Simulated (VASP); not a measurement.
# Ga2SnSe (I-42d) in VASP: density of states with PBE

Aim: the density of states of Ga2SnSe with PBE.

Everything below comes from runs of VASP 6.6.1. Logs are shortened: lines on timing, memory, paths and dates and some standing lists are left out, and cuts for length are marked.

## (1) The structure

The structure is tetragonal, space group I-42d (No. 122). The conventional cell has a = 6.070 Å, b = 6.070 Å, c = 12.264 Å, α = 90.00°, β = 90.00°, γ = 90.00°. Ga (site symmetry 2) has 2 Se at 2.62 Å and 2 Sn at 2.65 Å as nearest neighbours. Sn (site symmetry -4) is surrounded by 4 Ga at 2.65 Å. Around Se (site symmetry -4) lie 4 Ga at 2.62 Å.

The cell was built by a generator and needn't be a form met in nature.

## (2) Density of states, PBE

POSCAR reads:

```
Ga2SnSe
1.0
   -3.0350600000      3.0350600000      6.1319600000
    3.0350600000     -3.0350600000      6.1319600000
    3.0350600000      3.0350600000     -6.1319600000
Ga Sn Se
4 2 2
Direct
    0.1297970000      0.1250000000      0.5047970000
    0.6202030000      0.6250000000      0.4952030000
    0.8750000000      0.3797970000      0.0047970000
    0.3750000000      0.8702030000      0.9952030000
    0.0000000000      0.0000000000      0.0000000000
    0.7500000000      0.2500000000      0.5000000000
    0.5000000000      0.5000000000      0.0000000000
    0.2500000000      0.7500000000      0.5000000000
```

INCAR.step1 reads:

```
  ALGO = Normal
  EDIFF = 1E-6
  ENCUT = 520
  GGA = PE
  ISIF = 2
  ISMEAR = 0
  KPAR = 8
  LASPH = True
  LCHARG = True
  LREAL = False
  LWAVE = False
  NBANDS = 56
  NELM = 60
  PREC = Accurate
  SIGMA = 0.1
```

KPOINTS.step1 reads:

```
k-points
0
Gamma
  8 8 8
```

INCAR.step2 reads:

```
  ALGO = Normal
  EDIFF = 1E-6
  ENCUT = 520
  GGA = PE
  ICHARG = 11
  ISIF = 2
  ISMEAR = -5
  KPAR = 8
  LASPH = True
  LCHARG = False
  LORBIT = 11
  LREAL = False
  LWAVE = False
  NBANDS = 56
  NEDOS = 1001
  NELM = 60
  PREC = Accurate
  SIGMA = 0.1
```

KPOINTS.step2 reads:

```
k-points
0
Gamma
  12 12 12
```

Potentials or basis: VASP PAW PBE potentials, release 64 (Ga_d, Sn_d, Se).

Run with:

```sh
$ cat potpaw_PBE.64/Ga_d/POTCAR potpaw_PBE.64/Sn_d/POTCAR potpaw_PBE.64/Se/POTCAR > POTCAR
$ cp INCAR.step1 INCAR
$ cp KPOINTS.step1 KPOINTS
$ mpirun -np 8 vasp_std > vasp.out
$ cp INCAR.step2 INCAR
$ cp KPOINTS.step2 KPOINTS
$ mpirun -np 8 vasp_std > vasp.out
```

OUTCAR:

```text
EDIFF = 1E-6
   ENCUT = 520
   GGA = PE
   ICHARG = 11
   ISIF = 2
   ISMEAR = -5
   LASPH = True
   LORBIT = 11
   LREAL = False
   NELM = 60
   PREC = Accurate

 ion  position               nearest neighbor table
   1  0.130  0.125  0.505-   7 2.62   8 2.62   6 2.65   5 2.65
   2  0.620  0.625  0.495-   7 2.62   8 2.62   5 2.65   6 2.65
   3  0.875  0.380  0.005-   7 2.62   8 2.62   5 2.65   6 2.65
   4  0.375  0.870  0.995-   7 2.62   8 2.62   6 2.65   5 2.65
   5  0.000  0.000  0.000-   1 2.65   3 2.65   4 2.65   2 2.65
   6  0.750  0.250  0.500-   3 2.65   1 2.65   2 2.65   4 2.65
   7  0.500  0.500  0.000-   1 2.62   2 2.62   3 2.62   4 2.62
   8  0.250  0.750  0.500-   1 2.62   2 2.62   3 2.62   4 2.62

  LATTYP: Found a body centered tetragonal cell.
 ALAT       =     6.0701200000
 C/A-ratio  =     2.0203752150

  Lattice vectors:

 A1 = (  -3.0350600000,   3.0350600000,   6.1319600000)
 A2 = (   3.0350600000,  -3.0350600000,   6.1319600000)
 A3 = (   3.0350600000,   3.0350600000,  -6.1319600000)

Analysis of symmetry for initial positions (statically):
=====================================================================
 Subroutine PRICEL returns:
 Original cell was already a primitive cell.

 Routine SETGRP: Setting up the symmetry group for a
 body centered tetragonal supercell.

 Subroutine GETGRP returns: Found  8 space group operations
 (whereof  4 operations were pure point group operations)
 out of a pool of 16 trial point group operations.

The static configuration has the point symmetry S_4 .
 The point group associated with its full space group is D_2d.

Analysis of symmetry for dynamics (positions and initial velocities):
=====================================================================
 Subroutine PRICEL returns:
 Original cell was already a primitive cell.

 Routine SETGRP: Setting up the symmetry group for a
 body centered tetragonal supercell.

 Subroutine GETGRP returns: Found  8 space group operations
 (whereof  4 operations were pure point group operations)
 out of a pool of 16 trial point group operations.

The dynamic configuration has the point symmetry S_4 .
 The point group associated with its full space group is D_2d.

 Subroutine INISYM returns: Found  8 space group operations
 (whereof  4 operations are pure point group operations),
 and found     1 'primitive' translations

----------------------------------------------------------------------------------------

                                     Primitive cell

  volume of cell :     225.9404

  direct lattice vectors                    reciprocal lattice vectors
    -3.035060000  3.035060000  6.131960000     0.000000000  0.164741389  0.081539997
     3.035060000 -3.035060000  6.131960000     0.164741389  0.000000000  0.081539997
     3.035060000  3.035060000 -6.131960000     0.164741389  0.164741389  0.000000000

  length of vectors
     7.484925641  7.484925641  7.484925641     0.183816475  0.183816475  0.232979507

  position of ions in fractional coordinates (direct lattice)
     0.129797000  0.125000000  0.504797000
     0.620203000  0.625000000  0.495203000
     0.875000000  0.379797000  0.004797000
     0.375000000  0.870203000  0.995203000
     0.000000000  0.000000000  0.000000000
     0.750000000  0.250000000  0.500000000
     0.500000000  0.500000000  0.000000000
     0.250000000  0.750000000  0.500000000

  ion indices of the primitive-cell ions
   primitive index   ion index
                 1           1
                 2           2
                 3           3
                 4           4
                 5           5
                 6           6
                 7           7
                 8           8

----------------------------------------------------------------------------------------

 KPOINTS: k-points

Automatic generation of k-mesh.
 Grid dimensions read from file:
 generate k-points for:   12   12   12

 Generating k-lattice:

  Cartesian coordinates                     Fractional coordinates (reciprocal lattice)
     0.000000000  0.013728449  0.006795000     0.083333333  0.000000000 -0.000000000
     0.013728449  0.000000000  0.006795000     0.000000000  0.083333333 -0.000000000
     0.013728449  0.013728449  0.000000000     0.000000000  0.000000000  0.083333333

  Length of vectors
     0.015318040  0.015318040  0.019414959

  Shift w.r.t. Gamma in fractional coordinates (k-lattice)
     0.000000000  0.000000000  0.000000000

 TETIRR: Found   2206 inequivalent tetrahedra from    10368

 Subroutine IBZKPT returns following result:
 ===========================================

 Found    163 irreducible k-points:

 Following reciprocal coordinates:
            Coordinates               Weight
  0.000000  0.000000  0.000000      1.000000
  0.083333  0.000000 -0.000000      8.000000
  0.166667  0.000000 -0.000000      8.000000
  0.250000  0.000000  0.000000      8.000000
  0.333333  0.000000 -0.000000      8.000000
  0.416667  0.000000 -0.000000      8.000000
[... 16 lines left out ...]
  0.500000  0.166667  0.000000     16.000000
 -0.416667  0.166667  0.000000     16.000000
 [... further k-points ...]
   k-points           NKPTS =    163   k-points in BZ     NKDIM =    163   number of bands    NBANDS=     56
   number of dos      NEDOS =   1001   number of ions     NIONS =      8
   total plane-waves  NPLWV = 175616
   dimension x,y,z NGX =    56 NGY =   56 NGZ =   56
   dimension x,y,z NGXF=   112 NGYF=  112 NGZF=  112
   ions per type =               4   2   2
   NGX,Y,Z   is equivalent  to a cutoff of  12.44, 12.44, 12.44 a.u.
   NGXF,Y,Z  is equivalent  to a cutoff of  24.88, 24.88, 24.88 a.u.
 SYSTEM =  unknown system
   PREC   = accura    normal or accurate (medium, high low for compatibility)
   ISTART =      0    job   : 0-new  1-cont  2-samecut
   ICHARG =     11    charge: 1-file 2-atom 10-const
   ISPIN  =      1    spin polarized calculation?
   LNONCOLLINEAR =      F non collinear calculations
   LSORBIT =      F    spin-orbit coupling
   LASPH  =      T    aspherical Exc in radial PAW
   ENCUT  =  520.0 eV  38.22 Ry    6.18 a.u.  13.92 13.92 13.92*2*pi/ulx,y,z
   NELM   =     60;   NELMIN=  2; NELMDL=  0     # of ELM steps
   EDIFF  = 0.1E-05   stopping-criterion for ELM
   LREAL  =      F    real-space projection
   EDIFFG = 0.1E-04   stopping-criterion for IOM
   NSW    =      0    number of steps for IOM
   IBRION =     -1    ionic relax: 0-MD 1-quasi-New 2-CG
   NFREE  =      0    steps in history (QN), initial steepest desc. (CG)
   ISIF   =      2    stress and relaxation
   ISYM   =      2    0-nonsym 1-usesym 2-fastsym
   POTIM  = 0.5000    time-step for ionic-motion
   TEBEG  =    0.0;   TEEND  =   0.0 temperature during run
   PSTRESS=    0.0 pullay stress
   NELECT =      92.0000    total number of electrons
   NUPDOWN=      -1.0000    fix difference up-down
   EMIN   =  10.00;   EMAX   =-10.00  energy-range for DOS
   EFERMI =   0.00;   METHOD = LEGACY
   ISMEAR =    -5;   SIGMA  =   0.10  broadening in eV -4-tet -1-fermi 0-gaus
   EFERMI_NEDOS =   21; number of points for ismear=-14 and -15
   IALGO  =     38    algorithm
   IMIX   =      4    mixing-type and parameters
     AMIX     =   0.40;   BMIX     =  1.00
     AMIX_MAG =   1.60;   BMIX_MAG =  1.00
  volume/ion in A,a.u.               =      28.24       190.59
  Fermi-wavevector in a.u.,A,eV,Ry     =   1.213406  2.293005 20.032595  1.472354
  Thomas-Fermi vector in A             =   2.348859
   LORBIT       =     11    0 simple, 1 ext, 2 COOP (PROOUT), +10 PAW based schemes
   GGA     = PE    functional components
   LHFCALC =     F    Hartree Fock is set to
   AEXX    =    0.0000 exact exchange contribution
   IVDW    =     0    specifies the selected vdW correction
   LEPSILON=     F    determine dielectric tensor
   LRPA    =     F    only Hartree local field effects (RPA)
 non-spin polarized calculation
 Fermi weights with tetrahedron method with Bloechl corrections
  energy-cutoff  :      520.00
  volume of cell :      225.94
 maximum number of plane-waves:      6119

 number of electron      91.9999997 magnetization

 Free energy of the ion-electron system (eV)
  ---------------------------------------------------
  ext. energy  EPLUGINS =         0.00000000
  ---------------------------------------------------
  free energy    TOTEN  =       -28.11891323 eV

  energy without entropy =      -28.11891323  energy(sigma->0) =      -28.11891323

 E-fermi :   3.5543     XC(G=0):  -8.9537

 val. band max:        3.5447252651   @ k =   0.0833   0.0000  -0.0000
 cond. band min:       3.5959273536   @ k =   0.0000   0.0000   0.0000
 fundamental gap:      0.0512020885
 Fermi energy:         3.5542802210

 k-point     1 :       0.0000    0.0000    0.0000
  band No.  band energies     occupation
      1     -17.2205      2.00000
      2     -17.2205      2.00000
      3     -17.2140      2.00000
      4     -17.2117      2.00000
      5     -17.2117      2.00000
      6     -17.2088      2.00000
[... 48 lines left out ...]
     55       7.7475      0.00000
     56       8.1164      0.00000

 k-point     2 :       0.0833    0.0000   -0.0000
  band No.  band energies     occupation
      1     -17.2206      2.00000
      2     -17.2204      2.00000
      3     -17.2139      2.00000
      4     -17.2118      2.00000
      5     -17.2116      2.00000
      6     -17.2088      2.00000
[... 1291 lines left out ...]
  band No.  band energies     occupation
      1     -17.2210      2.00000
      2     -17.2175      2.00000
      3     -17.2156      2.00000
      4     -17.2130      2.00000
      5     -17.2113      2.00000
      6     -17.2094      2.00000
[... 48 lines left out ...]
     55       8.1833      0.00000
     56       8.5187      0.00000

 [... further k-points ...]

------------------------ aborting loop because EDIFF is reached ----------------------------------------

  FORCE on cell =-STRESS in cart. coord.  units (eV):
  Direction    XX          YY          ZZ          XY          YZ          ZX
  --------------------------------------------------------------------------------------
  -------------------------------------------------------------------------------------
  Total       -0.1346026     -0.1346026     -0.1226517      0.0000000      0.0000000      0.0000000
  in kB       -0.9544873     -0.9544873     -0.8697415      0.0000000      0.0000000      0.0000000
  external PRESSURE =      -0.9262387 kB  Pullay stress =       0.0000000 kB

 VOLUME and BASIS-vectors are now :
 -----------------------------------------------------------------------------
  energy-cutoff  :      520.00
  volume of cell :      225.94
      direct lattice vectors                 reciprocal lattice vectors
    -3.035060000  3.035060000  6.131960000     0.000000000  0.164741389  0.081539997
     3.035060000 -3.035060000  6.131960000     0.164741389  0.000000000  0.081539997
     3.035060000  3.035060000 -6.131960000     0.164741389  0.164741389  0.000000000

 POSITION                                       TOTAL-FORCE (eV/Angst)
 -----------------------------------------------------------------------------------
      1.51753      1.54665     -1.53299        -0.000000     -0.004435      0.000000
      1.51753      1.48841      4.59897         0.000000      0.004435     -0.000000
     -1.48841      1.51753      7.66495        -0.004435      0.000000      0.000000
      4.52347      1.51753      1.53299         0.004435      0.000000     -0.000000
      0.00000      0.00000      0.00000         0.000000      0.000000      0.000000
     -0.00000      3.03506      3.06598        -0.000000      0.000000     -0.000000
      0.00000      0.00000      6.13196         0.000000      0.000000     -0.000000
      3.03506     -0.00000      3.06598        -0.000000      0.000000      0.000000
 -----------------------------------------------------------------------------------
    total drift:                                0.000007      0.000007     -0.000002

  FREE ENERGIE OF THE ION-ELECTRON SYSTEM (eV)
  ---------------------------------------------------
  free  energy   TOTEN  =       -28.1189132295 eV

  energy  without entropy=      -28.1189132295  energy(sigma->0) =      -28.11891323

 total charge

# of ion       s       p       d       tot
------------------------------------------
    1        0.952   0.638   9.960  11.551
    2        0.952   0.638   9.960  11.551
    3        0.952   0.638   9.960  11.551
    4        0.952   0.638   9.960  11.551
    5        1.165   1.255   9.961  12.381
    6        1.165   1.255   9.961  12.381
    7        1.464   2.317   0.027   3.807
    8        1.464   2.317   0.027   3.807
--------------------------------------------------
tot          9.065   9.696  59.817  78.578
```

Wall time 6.8 min (8 MPI ranks of AMD EPYC 7R13 (Zen 3), shared host); peak memory 1.6 GiB.

Results:

- Valence electrons inside the program's atomic spheres: Ga 11.55; Sn 12.38; Se 3.81

States per cell in windows of 1 eV (zero at the valence-band top; states under -8 eV left out):
```tsv
from (eV)	total	Se7_p	Se8_p	Sn5_p	Sn6_p	Ga1_p	Ga2_p
-8.0	1.86	0.03	0.03	0.01	0.01	0.01	0.01
-7.0	2.94	0.17	0.17	0.07	0.07	0.01	0.01
-6.0	2.85	0.18	0.18	0.05	0.05	0.03	0.03
-5.0	1.54	0.15	0.15	0.02	0.02	0.02	0.02
-4.0	4.91	0.84	0.84	0.06	0.06	0.12	0.12
-3.0	4.93	0.56	0.56	0.27	0.27	0.14	0.14
-2.0	3.47	0.23	0.23	0.33	0.33	0.12	0.12
-1.0	3.56	0.15	0.15	0.44	0.44	0.15	0.15
0.0	0.42	0.01	0.01	0.02	0.02	0.01	0.01
1.0	4.63	0.19	0.19	0.22	0.22	0.15	0.15
2.0	4.08	0.19	0.19	0.16	0.16	0.14	0.14
3.0	4.97	0.16	0.16	0.09	0.09	0.27	0.27
4.0	5.84	0.21	0.21	0.15	0.15	0.32	0.32
5.0	0.10	0.00	0.00	0.00	0.00	0.01	0.01
```
